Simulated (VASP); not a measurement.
VASP ran on this input.

File POSCAR:
```
Pd
1
    0.0000000000     1.9494514611     1.9494514611
    1.9494514611     0.0000000000     1.9494514611
    1.9494514611     1.9494514611     0.0000000000
Pd
1
Direct
  0.0000000000   0.0000000000   0.0000000000
```

**INCAR**
```
SYSTEM = Pd
PREC = Accurate; ENCUT = 520; LREAL = .False.
LASPH = .True.
EDIFF = 1E-7; NELM = 100; ALGO = Normal
LMAXMIX = 4; LMIXTAU = .True.
ISMEAR = 1; SIGMA = 0.1
METAGGA = R2SCAN; LUSE_VDW = .True.; BPARAM = 11.95
CPARAM = 0.0093
ISIF = 2
LWAVE = .False.; LCHARG = .False.
```

KPOINTS:
```
Automatic mesh
0
Gamma
16 16 16
0 0 0
```

POTCAR, in this order: Pd (PBE.64 set). Program: vasp_std.

Q: Translate this r2SCAN+rVV10 calculation to Ansatz.

A: One equivalent input (not run):
Ansatz 0.2 input:
```yaml
crystal:
  lattice:
    - [0.0000000, 1.9494515, 1.9494515]
    - [1.9494515, 0.0000000, 1.9494515]
    - [1.9494515, 1.9494515, 0.0000000]
  atoms:
    - { symbol: Pd, position: [0.0000000, 0.0000000, 0.0000000] }
kpoints:
  mp_grid: { grid: [16, 16, 16] }
hamiltonian:
  xc: r2scan
  dispersion: rvv10
  pseudopotentials: { kind: paw }
scf:
  occupations: { method: methfessel_paxton, width: 0.1 }
  max_iter: 100
output: { forces: true, stress: true, eigenvalues: true }
```
Limits of the translation: each code has its own PAW files, so the cut-off isn't converted (ENCUT is set for VASP's; basis.ecutwfc is left out, and Ansatz then takes the one that its files recommend); Ansatz stops its SCF on the density residual and VASP on the energy change (EDIFF).

The compound is Pd in the fcc structure. It was relaxed first.
